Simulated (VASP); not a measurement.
Write the native input for VASP 6.6.1 that does the following.

| Property | Result |
| --- | --- |
| Task | relaxation of cell and atoms |
| Functional | PBE |
| Potentials or basis | VASP PAW PBE potentials, release 64 (Be, Te, Se) |
| Cutoff | 520 eV |
| k mesh | 3 × 3 × 2 |
| Occupations | gaussian, width 0.15 eV |
| Spin | no spin polarisation |
| Further INCAR settings | PREC = Normal; ALGO = Fast; EDIFF = 0.0001; IBRION = 2; EDIFFG = -0.08; NSW = 24; ISIF = 3 |

The structure of Be3Te2Se lies in POSCAR:

```
Be3Te2Se
1.0
    4.4739821400      0.0000000000      0.0000000000
    0.0000000000      4.4739821400      0.0000000000
    0.0000000000      0.0000000000      7.2981388400
Be Te Se
3 2 1
Direct
    0.5000000000      0.5000000000      0.7799221700
    0.5000000000      0.5000000000      0.2200778300
    0.0000000000      0.0000000000      0.5000000000
    0.0000000000      0.5000000000      0.7940758700
    0.5000000000      0.0000000000      0.2059241300
    0.5000000000      0.5000000000      0.0000000000
```

The cell was built by a generator and needn't be a form met in nature.

One way to write it, as run:

INCAR

```
SYSTEM = Be3Te2Se
ALGO     = Fast           ! electronic algorithm
EDIFF    = 1E-4           ! SCF threshold, eV
EDIFFG   = -0.08          ! ionic threshold
ENCUT    = 520            ! plane-wave cutoff, eV
GGA      = PE             ! functional
IBRION   = 2              ! ionic algorithm
ISIF     = 3              ! what is computed and relaxed
ISMEAR   = 0              ! smearing method
KPAR     = 2            
LASPH    = .True.         ! aspherical terms in the spheres
LCHARG   = .False.        ! write CHGCAR
LREAL    = .False.        ! projectors in reciprocal space
LWAVE    = .False.        ! write WAVECAR
NELM     = 60             ! most SCF steps
NSW      = 24             ! ionic steps
PREC     = Normal         ! precision mode
SIGMA    = 0.15           ! smearing width, eV
```

KPOINTS

```
k-points
0
Gamma
  3 3 2
  0 0 0
```

Potentials or basis: VASP PAW PBE potentials, release 64 (Be, Te, Se).

Command:

```sh
$ cat potpaw_PBE.64/Be/POTCAR potpaw_PBE.64/Te/POTCAR potpaw_PBE.64/Se/POTCAR > POTCAR
$ mpirun -np 2 vasp_std > vasp.out
```

Results of the run:

```json
{"Relaxed volume": "26.39 Å³/atom", "Relaxed cell": "a = 4.118 Å, b = 4.118 Å, c = 9.339 Å, α = 90.00°, β = 90.00°, γ = 90.00°", "Space group after relaxing (to 0.05 Å)": "P-4m2 (No. 115)", "Energy gained by relaxing": "2051.3 meV/atom", "Ionic steps": "24", "Pressure after relaxing": "0.1 GPa", "Largest force after relaxing": "0.080 eV/Å", "Band gap on the k mesh": "1.57 eV, indirect (least direct gap 1.87 eV)"}
```

Caveat: the k mesh is coarse (spacing up to 0.47 Å⁻¹), so the values aren't converged; spin-orbit coupling is left out, which moves the levels of the heavy elements; an odd mesh through Γ misses points on the zone boundary, where band edges often lie; the relaxation stopped at a loose force limit of 0.08 eV/Å, so its end isn't a converged minimum.

Run time: 96 s on 2 MPI ranks on Intel(R) Xeon(R) Platinum 8559C (Emerald Rapids), with other jobs on the host, peak memory 0.17 GiB a rank.
